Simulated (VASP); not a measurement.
# HfZr2Se4 in VASP: a series of runs, part 2 of 2

VASP 6.6.1. Earlier steps stand in the parts before.

## 4. Relaxation of cell and atoms, PBE

This run uses another cell than the first one, of 24.32 Å³/atom, 1.139 times its volume.

INCAR

```
SYSTEM = HfZr2Se4
PREC = Normal
ENCUT = 520
EDIFF = 1E-4
ISMEAR = 0
SIGMA = 0.15
LREAL = .False.
LASPH = .True.
NELM = 60
ALGO = Fast
ISIF = 3
LWAVE = .False.
LCHARG = .False.
GGA = PE
IBRION = 2
NSW = 24
EDIFFG = -0.08
```

KPOINTS

```
regular mesh
0
Gamma
  3 3 3
  0 0 0
```

POSCAR

```
HfZr2Se4
1.0
    3.0950846600      1.7869479600      5.1303443500
   -3.0950846600      1.7869479600      5.1303443500
    0.0000000000     -3.5738959200      5.1303443500
Zr Hf Se
2 1 4
Direct
    0.8272110900      0.8272110900      0.8272110900
    0.1727889100      0.1727889100      0.1727889100
    0.0000000000      0.0000000000      0.0000000000
    0.5000000000      0.5000000000      0.0000000000
    0.0000000000      0.5000000000      0.5000000000
    0.5000000000      0.0000000000      0.5000000000
    0.5000000000      0.5000000000      0.5000000000
```

Potentials or basis: VASP PAW PBE potentials, release 64 (Zr_sv, Hf_pv, Se).

Command:

```bash
> cat potpaw_PBE.64/Zr_sv/POTCAR potpaw_PBE.64/Hf_pv/POTCAR potpaw_PBE.64/Se/POTCAR > POTCAR
> mpirun -np 1 vasp_std > vasp.out
```

OUTCAR:

```text
SYSTEM = HfZr2Se4
   PREC = Normal
   ENCUT = 520
   EDIFF = 1E-4
   ISMEAR = 0
   LREAL = .False.
   LASPH = .True.
   NELM = 60
   ISIF = 3
   GGA = PE
   IBRION = 2
   NSW = 24
   EDIFFG = -0.08

 ion  position               nearest neighbor table
   1  0.827  0.827  0.827-   3 2.66   4 3.05   5 3.05   6 3.05   2 3.58   2 3.58   2 3.58
   2  0.173  0.173  0.173-   3 2.66   4 3.05   5 3.05   6 3.05   1 3.58   1 3.58   1 3.58
   3  0.000  0.000  0.000-   1 2.66   2 2.66   5 3.10   6 3.10   5 3.10   6 3.10   4 3.10   4 3.10

   4  0.500  0.500  0.000-   1 3.05   2 3.05   3 3.10   3 3.10
   5  0.000  0.500  0.500-   1 3.05   2 3.05   3 3.10   3 3.10
   6  0.500  0.000  0.500-   1 3.05   2 3.05   3 3.10   3 3.10
   7  0.500  0.500  0.500-

  LATTYP: Found a trigonal (rhomboedric) cell.
 ALAT       =     6.2524527358
 COS(alpha) =     0.5099118227

  Lattice vectors:

 A1 = (   3.0950846600,   1.7869479600,   5.1303443500)
 A2 = (  -3.0950846600,   1.7869479600,   5.1303443500)
 A3 = (   0.0000000000,  -3.5738959200,   5.1303443500)

Analysis of symmetry for initial positions (statically):
=====================================================================
 Subroutine PRICEL returns:
 Original cell was already a primitive cell.

 Routine SETGRP: Setting up the symmetry group for a
 trigonal (rhombohedral) supercell.

 Subroutine GETGRP returns: Found 12 space group operations
 (whereof 12 operations were pure point group operations)
 out of a pool of 12 trial point group operations.

The static configuration has the point symmetry D_3d.

Analysis of symmetry for dynamics (positions and initial velocities):
=====================================================================
 Subroutine PRICEL returns:
 Original cell was already a primitive cell.

 Routine SETGRP: Setting up the symmetry group for a
 trigonal (rhombohedral) supercell.

 Subroutine GETGRP returns: Found 12 space group operations
 (whereof 12 operations were pure point group operations)
 out of a pool of 12 trial point group operations.

The dynamic configuration has the point symmetry D_3d.

[... 115 lines left out ...]
   LHFCALC =     F    Hartree Fock is set to
   AEXX    =    0.0000 exact exchange contribution
   IVDW    =     0    specifies the selected vdW correction
   LEPSILON=     F    determine dielectric tensor
   LRPA    =     F    only Hartree local field effects (RPA)
 conjugate gradient relaxation of ions
 non-spin polarized calculation
 RMM-DIIS sequential band-by-band and
 Gauss-broadening in eV      SIGMA  =   0.15
  energy-cutoff  :      520.00
  volume of cell :      170.25
 maximum number of plane-waves:      4604
   NGX = 23   NGY = 23   NGZ = 23

--------------------------------------- Ionic step        1  -------------------------------------------

 number of electron      57.9999991 magnetization

 Free energy of the ion-electron system (eV)
  ---------------------------------------------------
  ext. energy  EPLUGINS =         0.00000000
  ---------------------------------------------------
  free energy    TOTEN  =       -38.95498713 eV

  energy without entropy =      -38.87933833  energy(sigma->0) =      -38.91716273

------------------------ aborting loop because EDIFF is reached ----------------------------------------

  FORCE on cell =-STRESS in cart. coord.  units (eV):
  Direction    XX          YY          ZZ          XY          YZ          ZX
  --------------------------------------------------------------------------------------
  -------------------------------------------------------------------------------------
  Total      -10.3065941    -10.3065941      0.4389414      0.0000000     -0.0000000      0.0000000
  in kB      -96.9937055    -96.9937054      4.1308074      0.0000000     -0.0000000      0.0000000
  external PRESSURE =     -63.2855345 kB  Pullay stress =       0.0000000 kB
[... 104 lines left out ...]
  FREE ENERGIE OF THE ION-ELECTRON SYSTEM (eV)
  ---------------------------------------------------
  free  energy   TOTEN  =       -41.0274859698 eV

  energy  without entropy=      -40.9381699486  energy(sigma->0) =      -40.98282796

[... ionic steps 4 to 11 ...]

--------------------------------------- Ionic step       12  -------------------------------------------

 number of electron      58.0000003 magnetization

------------------------ aborting loop because EDIFF is reached ----------------------------------------
[... 77 lines left out ...]
--------------------------------------- Ionic step       14  -------------------------------------------

 number of electron      58.0000002 magnetization

 Free energy of the ion-electron system (eV)
  ---------------------------------------------------
  ext. energy  EPLUGINS =         0.00000000
  ---------------------------------------------------
  free energy    TOTEN  =       -41.72130568 eV

  energy without entropy =      -41.67910985  energy(sigma->0) =      -41.70020776

 E-fermi :   6.7156     XC(G=0): -10.6251

 val. band max:        6.6515119971   @ k =  -0.3333   0.3333   0.3333
 cond. band min:       6.8507696700   @ k =   0.3333   0.3333   0.3333
 fundamental gap:      0.1992576729
 Fermi energy:         6.7156279373

 k-point     1 :       0.0000    0.0000    0.0000
  band No.  band energies     occupation
      1     -42.9763      2.00000
      2     -42.9468      2.00000
      3     -25.0754      2.00000
      4     -25.0754      2.00000
      5     -24.6755      2.00000
      6     -21.0942      2.00000
[... 245 lines left out ...]
  FREE ENERGIE OF THE ION-ELECTRON SYSTEM (eV)
  ---------------------------------------------------
  free  energy   TOTEN  =       -41.7213056788 eV

  energy  without entropy=      -41.6791098486  energy(sigma->0) =      -41.70020776

 reached required accuracy - stopping structural energy minimisation
```

It took 3.5 min on 1 thread of Intel Xeon Platinum 8488C (Sapphire Rapids), shared host; peak memory 0.24 GiB.

What came out:

* Free energy: -41.7213 eV
* Relaxed volume: 22.01 Å³/atom
* Relaxed cell: a = 6.660 Å, b = 6.660 Å, c = 6.660 Å, α = 48.91°, β = 48.91°, γ = 48.91°
* Space group after relaxing (to 0.05 Å): R-3m (No. 166)
* Energy gained by relaxing: 395.2 meV/atom
* Ionic steps: 14
* Pressure after relaxing: -0.1 GPa
* Largest force after relaxing: 0.073 eV/Å
* Band gap on the k mesh: none (metal or under the smearing width)

Forces on the atoms (eV/Å):
```
Zr   0.000  0.000  0.073
Zr   0.000  0.000 -0.073
Hf   0.000  0.000  0.000
Se   0.000  0.000  0.000
Se   0.000  0.000  0.000
Se   0.000  0.000  0.000
Se   0.000  0.000  0.000
```

The path:
```csv
step,energy change (eV),largest force (eV/Å),pressure (GPa),volume (Å³)
1,0.0000,3.5647,-6.33,170.25
2,-1.9409,2.1946,1.39,147.37
3,-2.0725,1.5762,5.39,141.31
4,-2.5739,0.4559,0.03,150.66
5,-2.6215,0.0555,-2.78,158.12
6,-2.6321,0.0645,-2.12,156.07
7,-2.7380,0.3414,0.89,152.03
8,-2.7383,0.3544,1.03,151.85
9,-2.7512,0.1812,0.56,153.72
10,-2.7583,0.2378,0.69,153.04
11,-2.7621,0.0948,-0.61,155.21
12,-2.7636,0.1547,-0.37,154.45
13,-2.7635,0.1661,-0.25,154.31
14,-2.7663,0.0734,-0.14,154.05
```

Final structure:
```
CELL_PARAMETERS angstrom
2.75705 1.59178 5.85022
-2.75705 1.59178 5.85022
0.00000 -3.18356 5.85022
ATOMIC_POSITIONS crystal
Zr 0.79793 0.79793 0.79793
Zr 0.20207 0.20207 0.20207
Hf 0.00000 0.00000 0.00000
Se 0.50000 0.50000 0.00000
Se 0.00000 0.50000 0.50000
Se 0.50000 0.00000 0.50000
Se 0.50000 0.50000 0.50000
```

Caveat: the k mesh is coarse (spacing up to 0.41 Å⁻¹), so the values aren't converged; the relaxation stopped at a loose force limit of 0.08 eV/Å, so its end isn't a converged minimum.
